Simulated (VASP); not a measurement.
Given:

```
Y
1.0
    1.80045    -3.11848     0.00000
    1.80045     3.11848     0.00000
    0.00000     0.00000     5.54419
Y
2
Direct
  0.33333   0.66667   0.25000
  0.66667   0.33333   0.75000
```

Method: PBEsol GGA, VASP's PBE PAW potentials (set 64) (plane waves; VASP). Run with 480 eV cut-off, 12×12×6 Γ-centred mesh, first-order Methfessel-Paxton smearing of 0.10 eV, potentials Y_sv.

Each relaxation starts from this cell; other phases were not tried.

Q: The cell is relaxed at 5 GPa. What happens?

A: The volume per atom goes from 31.13 to 28.20 Å³ (-9.4 %), and the cell becomes a = b = 3.4746 Å, c = 5.3936 Å, α = β = 90.00°, γ = 120.00°, space group P6_3/mmc.

Failed runs are left out, and for metals the shear rows, which the mesh's noise covers.

The compound is Y in the hcp structure.
